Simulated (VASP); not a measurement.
VASP input:

### POSCAR
```
Sc
10.4297450
  0.1605778997  -0.2781290722   0.0000000000
  0.1605778997   0.2781290722   0.0000000000
  0.0000000000   0.0000000000   0.4999999959
Sc
2
Cartesian
  0.1605778997   0.0927098761   0.1249999990
  0.1605778997  -0.0927098761   0.3749999969
```

**KPOINTS**
```
Automatic mesh
0
Gamma
14 14 8
0 0 0
```

INCAR:
```
LCHARG  =  .TRUE.
LWAVE  =  .FALSE.
NEDOS  =  601   ! DOS grid
ISMEAR  =  -5
NELM  =  100   ! most electronic steps
ENCUT  =  520   ! plane-wave cut-off (eV)
LMAXMIX  =  4   ! l cut-off of mixed one-centre charges
PREC  =  Accurate
EDIFF  =  1E-7
SYSTEM  =  Sc
GGA  =  RE
LORBIT  =  11   ! lm-projected
ALGO  =  Normal
LASPH  =  .TRUE.   ! aspherical one-centre terms
ISIF  =  2   ! forces and stress, cell fixed
LREAL  =  .FALSE.   ! projection in real space or not
```

POTCAR, in this order: Sc_sv (PBE.64 set). Program: vasp_std.

Task: Write an equivalent input for Quantum ESPRESSO's pw.x.

Result: One equivalent input (not run):
```
&CONTROL
  calculation = 'scf'
  pseudo_dir = './pseudo'
  outdir = './out'
  tprnfor = .true.
  tstress = .true.
/
&SYSTEM
  ibrav = 0
  nat = 2
  ntyp = 1
  ecutwfc = 78
  occupations = 'tetrahedra'
  input_dft = 'revpbe'
/
&ELECTRONS
  conv_thr = 7.3e-09
  electron_maxstep = 100
/
ATOMIC_SPECIES
  Sc 44.956 Sc.upf
CELL_PARAMETERS angstrom
     1.6747865   -2.9008153    0.0000000
     1.6747865    2.9008153   -0.0000000
    -0.0000000    0.0000000    5.2148725
ATOMIC_POSITIONS crystal
  Sc   0.3333330  0.6666670  0.2500000
  Sc   0.6666670  0.3333330  0.7500000
K_POINTS automatic
  14 14 8 0 0 0
```
The two are equivalent in intent, not identical: the potentials are each code's own (VASP's PAW set, PseudoDojo norm-conserving files in pw.x), so ENCUT and ecutwfc are chosen apart and not converted; conv_thr bounds pw.x's estimated SCF error, while EDIFF bounds the energy change between steps.

The compound is Sc in the hcp structure. It was relaxed first.
